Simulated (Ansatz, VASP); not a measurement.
# PtSe2 (1T-PtSe2 bilayer, AA) in two plane-wave programs, part 2 of 2

Aim: how closely do two programs agree when they are given the same cell, functional and k mesh? Of the first pair: The structure shown is the start of the Ansatz relaxation below; VASP solves that cell, so the two are compared at the walk's first step.

VASP 6.6.1 and Ansatz 0.2.0.

So far: Set-up; Ansatz: relaxation, PBE with D3(BJ).

## (3) VASP: single point, PBE with D3(BJ), start cell, pair 1

Level of this step: PBE with D3(BJ); plane waves and PAW (Se, Pt) (VASP).

The same cell, functional, mesh and smearing now go to VASP, with its own data sets.

Lines of VASP's logs that name or quote its potential files are left out, and so is its time.

INCAR reads:

```
SYSTEM = PtSe2
PREC = Accurate
ENCUT = 400
EDIFF = 1E-06
NELM = 120
ISMEAR = -1
SIGMA = 0.05
LREAL = .FALSE.
ALGO = Normal
GGA = PE
IVDW = 12
NBANDS = 28
LASPH = .TRUE.
LORBIT = 11
LWAVE = .FALSE.
LCHARG = .FALSE.
ISIF = 2
LDIPOL = .TRUE.
IDIPOL = 3
DIPOL = 0.5 0.5 0.328
LVHAR = .TRUE.
GGA_COMPAT = .FALSE.
EFERMI = MIDGAP
NELMDL = -8
KPAR = 2
```

POSCAR reads:

```
PtSe2
1.0
    3.7500000000      0.0000000000      0.0000000000
   -1.8750000000      3.2475950000      0.0000000000
    0.0000000000      0.0000000000     39.0708710000
Se Pt
4 2
Direct
    0.6666666667      0.3333333333      0.2303506365
    0.3333333333      0.6666666667      0.2883917792
    0.6666666667      0.3333333333      0.3677347762
    0.3333333333      0.6666666667      0.4257759189
    0.0000000000      0.0000000000      0.2593712078
    0.0000000000      0.0000000000      0.3967553475
```

KPOINTS reads:

```
Automatic mesh
0
Gamma
12 12 1
0 0 0
```

PAW data sets: Se and Pt (PBE family, release 64).

Launch:

```
$ mpirun -np 2 vasp_std
```

Numbers of over 12 decimals in the logs are rounded to 6 here.

Output:

```text
[banner, memory and clock lines left out]
running    2 mpi-ranks, on    1 nodes
 distrk:  each k-point on    1 cores,    2 groups
 distr:  one band on    1 cores,    1 groups

 POSCAR found type information on POSCAR SePt
 POSCAR found :  2 types and       6 ions
 LDA part: xc-table for (Slater+PW92), standard interpolation
 POSCAR, INCAR and KPOINTS ok, starting setup
 FFT: planning ... GRIDC
 FFT: planning ... GRID_SOFT
 FFT: planning ... GRID
 WAVECAR not read
 entering main loop
       N       E                     dE             d eps       ncg     rms          rms(c)
DAV:   1     0.343686943319E+03    0.34369E+03   -0.13243E+04  1064   0.954E+02
DAV:   2     0.118126663125E+02   -0.33187E+03   -0.32123E+03  1668   0.202E+02
DAV:   3    -0.287523737166E+02   -0.40565E+02   -0.40116E+02  1356   0.817E+01
DAV:   4    -0.295755281537E+02   -0.82315E+00   -0.81738E+00  1372   0.131E+01
DAV:   5    -0.295912642671E+02   -0.15736E-01   -0.15725E-01  1384   0.174E+00
DAV:   6    -0.295917254639E+02   -0.46120E-03   -0.46116E-03  1428   0.290E-01
DAV:   7    -0.295917421500E+02   -0.16686E-04   -0.16686E-04  1496   0.490E-02
DAV:   8    -0.295917425850E+02   -0.43493E-06   -0.43499E-06  1212   0.711E-03    0.208E+01
DAV:   9    -0.281697021591E+02    0.14220E+01   -0.99569E+00  1160   0.245E+01    0.116E+01
DAV:  10    -0.279902702661E+02    0.17943E+00   -0.30054E+00  1156   0.141E+01    0.479E+00
DAV:  11    -0.278593685936E+02    0.13090E+00   -0.25018E-01  1156   0.436E+00    0.108E+00
DAV:  12    -0.278517039840E+02    0.76646E-02   -0.79897E-02  1224   0.197E+00    0.294E-01
DAV:  13    -0.278522288356E+02   -0.52485E-03   -0.48642E-03  1240   0.361E-01    0.361E-01
DAV:  14    -0.278521823488E+02    0.46487E-04   -0.20324E-03  1196   0.347E-01    0.343E-01
DAV:  15    -0.278527034351E+02   -0.52109E-03   -0.34617E-04  1156   0.112E-01    0.313E-01
DAV:  16    -0.278525020217E+02    0.20141E-03   -0.95394E-05  1240   0.503E-02    0.255E-01
DAV:  17    -0.278523875704E+02    0.11445E-03   -0.54167E-05  1324   0.286E-02    0.203E-01
DAV:  18    -0.278523457229E+02    0.41847E-04   -0.11357E-05  1312   0.134E-02    0.178E-01
DAV:  19    -0.278522364741E+02    0.10925E-03   -0.13710E-04  1156   0.451E-02    0.865E-02
DAV:  20    -0.278522145719E+02    0.21902E-04   -0.26055E-05  1340   0.198E-02    0.502E-02
DAV:  21    -0.278522085795E+02    0.59924E-05   -0.49305E-06  1204   0.863E-03    0.337E-02
DAV:  22    -0.278522047490E+02    0.38305E-05   -0.79249E-06  1236   0.107E-02    0.126E-02
DAV:  23    -0.278522046144E+02    0.13453E-06   -0.11553E-06   732   0.441E-03
   1 F= -.30046630E+02 E0= -.30046557E+02  d E =-.144919E-03
```

Parts of OUTCAR (step 3):

```text
ion  position               nearest neighbor table
   1  0.667  0.333  0.230-   5 2.44   5 2.44   5 2.44
   2  0.333  0.667  0.288-   5 2.44   5 2.44   5 2.44
   3  0.667  0.333  0.368-   6 2.44   6 2.44   6 2.44
   4  0.333  0.667  0.426-   6 2.44   6 2.44   6 2.44
   5  0.000  0.000  0.259-   1 2.44   2 2.44   1 2.44   1 2.44   2 2.44   2 2.44
   6  0.000  0.000  0.397-   3 2.44   4 2.44   3 2.44   3 2.44   4 2.44   4 2.44

  LATTYP: Found a hexagonal cell.
 ALAT       =     3.7500000000
 C/A-ratio  =    10.4188989333

 Subroutine GETGRP returns: Found 12 space group operations
 (whereof  6 operations were pure point group operations)

The static configuration has the point symmetry C_3v.
 The point group associated with its full space group is D_3d.

 Found     19 irreducible k-points:

   k-points           NKPTS =     19   k-points in BZ     NKDIM =     19   number of bands    NBANDS=     28

   dimension x,y,z NGX =    24 NGY =   24 NGZ =  256
   dimension x,y,z NGXF=    48 NGYF=   48 NGZF=  512

   ENCUT  =  400.0 eV  29.40 Ry    5.42 a.u.   6.12  6.12 63.71*2*pi/ulx,y,z

   NELECT =      44.0000    total number of electrons

 k-points in reciprocal lattice and weights: Automatic mesh
   0.00000000  0.00000000  0.00000000       0.007
   0.08333333 -0.00000000  0.00000000       0.042
   0.16666667  0.00000000  0.00000000       0.042
   0.25000000 -0.00000000  0.00000000       0.042
   0.33333333 -0.00000000  0.00000000       0.042
   0.41666667 -0.00000000  0.00000000       0.042
   0.50000000 -0.00000000  0.00000000       0.021
   0.08333333  0.08333333  0.00000000       0.042
   0.16666667  0.08333333  0.00000000       0.083
[...]
0.33333333  0.25000000  0.00000000       0.083
   0.33333333  0.33333333  0.00000000       0.014

 dipolmoment           0.000000      0.000000     -0.000001 electrons x Angstroem

 average (electrostatic) potential at core
       1 -61.0397       2 -61.0882       3 -61.0882       4 -61.0397       5 -77.2568
       6 -77.2568

 E-fermi :  -1.9037

 k-point     1 :       0.0000    0.0000    0.0000
  band No.  band energies     occupation
    ...
     18      -3.1907      2.00000
     19      -3.1907      2.00000
     20      -3.1231      2.00000
     21      -3.1231      2.00000
     22      -2.7146      2.00000
     23       0.3464      0.00000
     24       0.3464      0.00000
     25       0.5123      0.00000
     26       0.5123      0.00000
     27       1.9479      0.00000
    ...

 k-point     2 :       0.0833   -0.0000    0.0000
  band No.  band energies     occupation
    ...
     18      -3.2086      2.00000
     19      -3.1361      2.00000
     20      -3.1228      2.00000
     21      -3.0712      2.00000
     22      -2.4416      1.99996
     23      -0.2059      0.00000
     24      -0.0020      0.00000
     25       0.1980      0.00000
     26       0.3841      0.00000
     27       2.1859      0.00000
    ...

 k-point     3 :       0.1667    0.0000    0.0000
  band No.  band energies     occupation
    ...
     18      -3.3500      2.00000
     19      -3.2654      2.00000
     20      -3.0760      2.00000
     21      -2.9857      2.00000
     22      -2.2702      1.99869
     23      -1.0268      0.00000
     24      -0.9052      0.00000
     25      -0.0391      0.00000
     26       0.1755      0.00000
     27       2.6313      0.00000
    ...

 Edisp (eV)   -2.19442

  Total       8.24076     8.24076     8.63101    -0.00000    -0.00000    -0.00000
  in kB      27.74801    27.74801    29.06202    -0.00000    -0.00000    -0.00000
  external pressure =       28.19 kB  Pullay stress =        0.00 kB

  energy-cutoff  :      400.00
  volume of cell :      475.82
      direct lattice vectors                 reciprocal lattice vectors
     3.750000000  0.000000000  0.000000000     0.266666667  0.153960084  0.000000000
    -1.875000000  3.247595000  0.000000000     0.000000000  0.307920169  0.000000000
     0.000000000  0.000000000 39.070871000     0.000000000  0.000000000  0.025594515

 POSITION                                       TOTAL-FORCE (eV/Angst)
 -----------------------------------------------------------------------------------
      1.87500      1.08253      9.00000        -0.000000     -0.000000     -2.146247
     -0.00000      2.16506     11.26772        -0.000000     -0.000000      2.166455
      1.87500      1.08253     14.36772         0.000000     -0.000000     -2.166455
     -0.00000      2.16506     16.63544         0.000000      0.000000      2.146247
      0.00000      0.00000     10.13386        -0.000000     -0.000000      0.181436
      0.00000      0.00000     15.50158        -0.000000     -0.000000     -0.181436
 -----------------------------------------------------------------------------------
    total drift:                               -0.000000     -0.000000     -0.000052

  FREE ENERGIE OF THE ION-ELECTRON SYSTEM (eV)
  ---------------------------------------------------
  free  energy   TOTEN  =       -30.0466295436 eV

  energy  without entropy=      -30.0464846248  energy(sigma->0) =      -30.04655708

 vacuum level on the upper side and lower side of the slab         2.884         2.884

 total charge
# of ion       s       p       d       tot
------------------------------------------
    1        1.477   2.298   0.077   3.851
    2        1.479   2.292   0.079   3.850
    3        1.479   2.292   0.079   3.850
    4        1.477   2.298   0.077   3.851
    5        0.723   0.818   8.080   9.621
    6        0.723   0.818   8.080   9.621
--------------------------------------------------
tot          7.357  10.814  16.472  34.644

[... 3 further parts left out ...]
```

## (4) Side by side

Known differences besides the potentials themselves: Ansatz cuts the interaction across the vacuum, VASP repeats the sheet with a dipole correction; the data sets hold 100 valence electrons in Ansatz (on its default PAW (the set named soft_2) files) and 44 in VASP; the cutoff is 420 eV in Ansatz and 400 eV in VASP. Total energies have different zeros and are not compared.

Forces (eV/Å; atoms numbered as in POSCAR):

| atom | Ansatz x, y, z | VASP x, y, z |
| --- | --- | --- |
| Se1 | 0.000, 0.000, -2.140 | 0.000, 0.000, -2.146 |
| Se2 | 0.000, 0.000, 2.160 | 0.000, 0.000, 2.166 |
| Se3 | 0.000, 0.000, -2.160 | 0.000, 0.000, -2.166 |
| Se4 | 0.000, 0.000, 2.140 | 0.000, 0.000, 2.146 |
| Pt5 | 0.000, 0.000, 0.182 | 0.000, 0.000, 0.181 |
| Pt6 | 0.000, 0.000, -0.182 | 0.000, 0.000, -0.181 |

The forces differ by 3.1 meV/Å r.m.s., which is 0.3 % of the r.m.s. force of 1.018 eV/Å (both taken over all components). With vacuum in the cell, a pressure given here is an average over mostly empty space and none of the material.

## (5) Ansatz: relaxation, PBE with D3(BJ)

This run makes the geometry at which the two programs are then compared.

The structure compared here is the end of the Ansatz relaxation.

input.yaml reads:

```yaml
crystal:
  lattice:
    - [3.75, 0.0, 0.0]
    - [-1.875, 3.2475952642, 0.0]
    - [0.0, 0.0, 25.635435591]
  atoms:
    - { symbol: Se, position: [0.6666666667, 0.3333333333, 0.3510765389] }
    - { symbol: Pt, position: [0.0, 0.0, 0.3953066786] }
    - { symbol: Se, position: [0.3333333333, 0.6666666667, 0.4395368183] }
    - { symbol: Se, position: [0.6666666667, 0.3333333333, 0.5604631817] }
    - { symbol: Pt, position: [0.0, 0.0, 0.6046933214] }
    - { symbol: Se, position: [0.3333333333, 0.6666666667, 0.6489234611] }
  periodic: [true, true, false]
kpoints:
  mp_grid: { grid: [12, 12, 1] }
hamiltonian:
  xc: pbe
  dispersion: d3bj
scf:
  occupations: { method: fermi_dirac, width: 0.05 }
  convergence: { dr2_threshold: 1.0e-09 }
relax:
  f_tol: 0.004
  max_steps: 90
  cell: {}
output:
  write_potential: true
  write_density: true
  volumetric_format: npy
```

Launch:

```
$ ansatz run input.yaml --threads 4 --pin off --max-ram 6144MiB --backend cpu --events-out ev --progress --plain --runs-dir out
```

Output:

```text
[...]
Crystal: 6 atoms, lattice volume = 475.824 Å³
Basis set: ecut = 420 eV, 9335 PW (Γ), exchange–correlation on 54×54×540 points (8 copies of the dense FFT grid, shifted against one another)
[...]
SCF iter   3: F=—  HF=-46926.927665 eV  |F-HF|=—  |Δ(HF+E_count)|=   3.68e-6  Δρ=1.74e-5  dr2=1.09e-5  ethr=5.02e-9  ⟨swp⟩=2.9  Hψ=2370  notcnv=0
[...]
cell:  # Å, volume = 472.0395 Å³
    - [3.735058, 0.0, 0]
    - [-1.867529, 3.234655, 0]
    - [0, 0, 39.070871]
  atoms:
    - { symbol: Se, position: [0.666667, 0.333333, 0.231045] }
    - { symbol: Pt, position: [7.329122445793087e-18, 0, 0.264858] }
    - { symbol: Se, position: [0.333333, 0.666667, 0.297837] }
    - { symbol: Se, position: [0.666667, 0.333333, 0.358290] }
    - { symbol: Pt, position: [-7.329122445793087e-18, 0, 0.391268] }
    - { symbol: Se, position: [0.333333, 0.666667, 0.425081] }
[key lines of the parts left out:]
SCF converged after 6 iterations
Free energy (F): -46926.927460 eV
Fermi energy:    -4.691119 eV
P = ½ c Tr σ = 0.0044 N/m
```

## (6) VASP: single point, PBE with D3(BJ), relaxed cell, pair 2

The same cell, functional, mesh and smearing now go to VASP, with its own data sets.

INCAR is that of step 3.

POSCAR reads:

```
PtSe2
1.0
    3.7350577836      0.0000000000      0.0000000000
   -1.8675288918      3.2346549252      0.0000000000
    0.0000000000      0.0000000000     39.0708711801
Se Pt
4 2
Direct
    0.6666666667      0.3333333333      0.2310451612
    0.3333333333      0.6666666667      0.2978368887
    0.6666666667      0.3333333333      0.3582896531
    0.3333333333      0.6666666667      0.4250813806
    0.0000000000      0.0000000000      0.2648584010
    0.0000000000      0.0000000000      0.3912681408
```

KPOINTS is that of step 3.

Launch:

```
$ mpirun -np 2 vasp_std
```

Output:

```text
[... set-up lines as in an earlier step ...]
 entering main loop
       N       E                     dE             d eps       ncg     rms          rms(c)
DAV:   1     0.337424814657E+03    0.33742E+03   -0.13260E+04  1064   0.955E+02
DAV:   2     0.121697038501E+02   -0.32526E+03   -0.31558E+03  1708   0.201E+02
DAV:   3    -0.291385428292E+02   -0.41308E+02   -0.40716E+02  1320   0.812E+01
DAV:   4    -0.300865965975E+02   -0.94805E+00   -0.93517E+00  1352   0.138E+01
[...]
DAV:  26    -0.284905373078E+02   -0.14611E-05   -0.56031E-08   704   0.110E-03    0.482E-04
DAV:  27    -0.284905383501E+02   -0.10424E-05   -0.26210E-08   700   0.484E-04    0.381E-04
DAV:  28    -0.284905387120E+02   -0.36187E-06   -0.16153E-08   668   0.506E-04
   1 F= -.30799688E+02 E0= -.30797883E+02  d E =-.360986E-02
```

From OUTCAR (step 6):

```text
 Edisp (eV)   -2.30915

  Total      -0.05251    -0.05251    -0.05505     0.00000     0.00000     0.00000
  in kB      -0.17824    -0.17824    -0.18686     0.00000     0.00000     0.00000
  external pressure =       -0.18 kB  Pullay stress =        0.00 kB

 POSITION                                       TOTAL-FORCE (eV/Angst)
 -----------------------------------------------------------------------------------
      1.86753      1.07822      9.02714        -0.000000      0.000000     -0.001066
     -0.00000      2.15644     11.63675         0.000000      0.000000      0.003436
      1.86753      1.07822     13.99869        -0.000000      0.000000     -0.003436
     -0.00000      2.15644     16.60830         0.000000     -0.000000      0.001066
      0.00000      0.00000     10.34825         0.000000      0.000000      0.000514
      0.00000      0.00000     15.28719        -0.000000      0.000000     -0.000514
 -----------------------------------------------------------------------------------
    total drift:                                0.000000     -0.000000     -0.000031

  FREE ENERGIE OF THE ION-ELECTRON SYSTEM (eV)
  ---------------------------------------------------
  free  energy   TOTEN  =       -30.7996877240 eV

  energy  without entropy=      -30.7960778679  energy(sigma->0) =      -30.79788280

[... 1 part as in an earlier step ...]

[... 2 further parts left out ...]
[key lines of the parts left out:]
E-fermi :  -1.8206
```

## (7) Comparison

What differs besides the data sets and the points named for the pairs above, as far as they apply: the data sets hold 100 valence electrons in Ansatz (on its default PAW (the set named soft_2) files) and 44 in VASP. Total energies have different zeros and are not compared.

The two programs side by side:

| quantity | Ansatz | VASP | difference |
| --- | --- | --- | --- |
| gap on the k mesh (eV) | 0.255 | 0.243 | +0.011 |

At this near-relaxed geometry the largest component of a force difference is 5 meV/Å. A gap on the mesh is an upper bound, since the band edges may lie between its points; neither run holds spin-orbit coupling, which can move the band edges of a compound of Pt. With vacuum in the cell, a pressure given here is an average over mostly empty space and none of the material.

## (8) Results

```
r.m.s. force difference (single point, PBE with D3(BJ), start cell, pair 1)           : 0.30 % of the r.m.s. force
difference in gap on the k mesh (single point, PBE with D3(BJ), relaxed cell, pair 2) : 0.011 eV
```

What this shows: The difference in gap on the k mesh is 0.011 eV (single point, PBE with D3(BJ), relaxed cell, pair 2), within the 0.08 eV picked in this series as the mark of a large difference. The data sets hold unlike numbers of valence electrons (100 in Ansatz and 44 in VASP), so part of the differences comes from the potentials. How closely two codes agree says nothing of how well the functional describes the real material.

[Lines on the potential files, build, host, timing and source positions are cut from VASP's logs without a mark.]

[Logs are printed without paths, hosts, clocks, repeated set-up lines and the standing remarks that a program may print on its own settings, such as how far it seeks lower states.]

[Hosts, paths, dates, database ids (printed as entryN), source tags and the programs' standing remarks are cut or masked in the printed files.]
